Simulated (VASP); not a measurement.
VASP input:

### INCAR
```
SYSTEM  =  TlI
PREC  =  Accurate; ENCUT  =  400; LREAL  =  .False.
LASPH  =  .True.
EDIFF  =  1E-7; NELM  =  100; ALGO  =  Normal
LMAXMIX  =  4
ISMEAR  =  -5
GGA  =  PE
ISIF  =  2
LWAVE  =  .False.; LCHARG  =  .True.; LORBIT  =  11
NEDOS  =  601
```

KPOINTS:
```
Regular mesh
0
Gamma
  6 6 3
0 0 0
```

### POSCAR
```
TlI
1.0
  4.8988558672   0.0000000000   0.0000000000
 -2.4494279336   4.2425333144   0.0000000000
  0.0000000000   0.0000000000   8.6545591915
Tl I
2 2
Cart
  4.8988558672   0.0000000000   0.0000000000
  4.8988558672   0.0000000000   4.3272795958
 -0.0000024494   2.8283569571   2.1636397979
  2.4494303830   1.4141763573   6.4909193936
```

POTCAR, in this order: Tl_d I (PBE.64 set). Program: vasp_std.

Task: Translate this PBE calculation to Ansatz.

Result: One equivalent input (not run):
Ansatz 0.2 input:
```yaml
crystal:
  lattice:
    - [4.8988559, 0.0000000, 0.0000000]
    - [-2.4494279, 4.2425333, 0.0000000]
    - [0.0000000, 0.0000000, 8.6545592]
  atoms:
    - { symbol: Tl, position: [1.0000000, 0.0000000, 0.0000000] }
    - { symbol: Tl, position: [1.0000000, 0.0000000, 0.5000000] }
    - { symbol: I, position: [0.3333330, 0.6666670, 0.2500000] }
    - { symbol: I, position: [0.6666670, 0.3333330, 0.7500000] }
kpoints:
  mp_grid: { grid: [6, 6, 3] }
hamiltonian:
  xc: pbe
  pseudopotentials: { kind: paw }
scf:
  occupations: { method: tetrahedron }
  max_iter: 100
output: { forces: true, stress: true, eigenvalues: true }
```
Limits of the translation: each code has its own PAW files, so the cut-off isn't converted (ENCUT is set for VASP's; basis.ecutwfc is left out, and Ansatz then takes the one that its files recommend); Ansatz stops its SCF on the density residual and VASP on the energy change (EDIFF).

The structure was generated: TlI was put into the NiAs type type (P6_3/mmc), which need not be its known phase. It was relaxed first, which changed the volume by +61 %.
